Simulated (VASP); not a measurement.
Output of a VASP run:

OSZICAR:
```
       N       E                     dE             d eps       ncg     rms          rms(c)
DAV:   1     0.237271103001E+03    0.23727E+03   -0.14853E+04  3168   0.141E+03
DAV:   2    -0.275196211149E+02   -0.26479E+03   -0.25652E+03  3136   0.336E+02
DAV:   3    -0.443843305132E+02   -0.16865E+02   -0.15801E+02  3472   0.103E+02
DAV:   4    -0.450389116765E+02   -0.65458E+00   -0.64656E+00  3732   0.190E+01
DAV:   5    -0.450648174460E+02   -0.25906E-01   -0.25888E-01  3820   0.348E+00    0.240E+01
DAV:   6    -0.470501373873E+02   -0.19853E+01   -0.12843E+02  3924   0.145E+02    0.249E+01
DAV:   7    -0.394894138923E+02    0.75607E+01   -0.33811E+01  3756   0.114E+02    0.900E+00
DAV:   8    -0.400334261305E+02   -0.54401E+00   -0.11433E+01  3900   0.741E+01    0.865E+00
DAV:   9    -0.395347474567E+02    0.49868E+00   -0.26458E+00  4464   0.429E+01    0.263E+00
DAV:  10    -0.394707696725E+02    0.63978E-01   -0.50412E-01  3652   0.941E+00    0.859E-01
DAV:  11    -0.394692959509E+02    0.14737E-02   -0.37928E-02  3868   0.205E+00    0.539E-01
DAV:  12    -0.394683939644E+02    0.90199E-03   -0.31618E-03  4616   0.100E+00    0.206E-01
DAV:  13    -0.394681683127E+02    0.22565E-03   -0.11953E-03  4696   0.745E-01    0.447E-02
DAV:  14    -0.394681805621E+02   -0.12249E-04   -0.16880E-04  3724   0.120E-01    0.251E-02
DAV:  15    -0.394681774273E+02    0.31348E-05   -0.12148E-05  3532   0.560E-02    0.166E-02
DAV:  16    -0.394681753224E+02    0.21049E-05   -0.47036E-06  2956   0.282E-02    0.872E-03
DAV:  17    -0.394681749815E+02    0.34092E-06   -0.13681E-06  2004   0.969E-03
   1 F= -.39468175E+02 E0= -.39452223E+02  d E =-.319033E-01
```

**OUTCAR**
```
------------------------ aborting loop because EDIFF is reached ----------------------------------------
  FORCE on cell =-STRESS in cart. coord.  units (eV):
  Direction    XX          YY          ZZ          XY          YZ          ZX
  --------------------------------------------------------------------------------------
  Total       -4.8317753     -4.8317775     -4.1315600      0.0000000      0.0000000     -0.0000000
  in kB     -115.0581377   -115.0581918    -98.3840449      0.0000000      0.0000000     -0.0000000
  external PRESSURE =    -109.5001248 kB  Pullay stress =       0.0000000 kB
  volume of cell :       67.28
      direct lattice vectors                 reciprocal lattice vectors
     3.940768000  0.000000000  0.000000000     0.253757643  0.146507009  0.000000000
    -1.970384000  3.412806000  0.000000000     0.000000000  0.293014018  0.000000000
     0.000000000  0.000000000  5.002735000     0.000000000  0.000000000  0.199890660
 POSITION                                       TOTAL-FORCE (eV/Angst)
 -----------------------------------------------------------------------------------
      1.97039      1.13760      1.25068         0.000000      0.000000      0.000000
     -0.00000      2.27521      3.75205        -0.000000     -0.000000      0.000000
     -0.00000      2.27521      1.25068         0.000000     -0.000000      0.000000
      1.97039      1.13760      3.75205        -0.000000      0.000000      0.000000
      0.00000      0.00000      2.50137        -0.000000      0.000000      0.000000
      0.00000      0.00000      0.00000        -0.000000      0.000000      0.000000
 -----------------------------------------------------------------------------------
    total drift:                                0.000034     -0.000012      0.000025
  FREE ENERGIE OF THE ION-ELECTRON SYSTEM (eV)
  ---------------------------------------------------
  free  energy   TOTEN  =       -39.4681749815 eV

  energy  without entropy=      -39.4362716389  energy(sigma->0) =      -39.45222331
```
(Selected blocks of OUTCAR.)

**POSCAR**
```
SiNi2
1
    3.9407680000     0.0000000000     0.0000000000
   -1.9703840000     3.4128060000     0.0000000000
    0.0000000000     0.0000000000     5.0027350000
Si Ni
2 4
Direct
  0.6666670000   0.3333330000   0.2500000000
  0.3333330000   0.6666670000   0.7500000000
  0.3333330000   0.6666670000   0.2500000000
  0.6666670000   0.3333330000   0.7500000000
  0.0000000000   0.0000000000   0.5000000000
  0.0000000000   0.0000000000   0.0000000000
```

Question: Reconstruct the remaining input files.

Answer: This is not unique; one that fits is the input of the run itself, PBEsol GGA, plane waves, VASP's PBE PAW potentials (set 64).

INCAR:
```
ALGO  =  Normal
EDIFF  =  1E-6
ENCUT  =  300
GGA  =  PS
ISIF  =  2
ISMEAR  =  0
LASPH  =  .TRUE.
LCHARG  =  .FALSE.
LMAXMIX  =  4
LREAL  =  .FALSE.
LWAVE  =  .FALSE.
NELM  =  100
PREC  =  Accurate
SIGMA  =  0.136
SYSTEM  =  SiNi2
```

**KPOINTS**
```
K-points
0
gamma
10 10 7
```

POTCAR, in this order: Si Ni (PBE.64 set). Program: vasp_std.

At this cut-off the stress carries a Pulay error, which pulls relaxed volumes low.

The structure comes from a computed database's SiNi2 entry; how it stands against other phases isn't given here. The cell was not relaxed at this level. The run is not spin-polarised, so no magnetic state was tried.
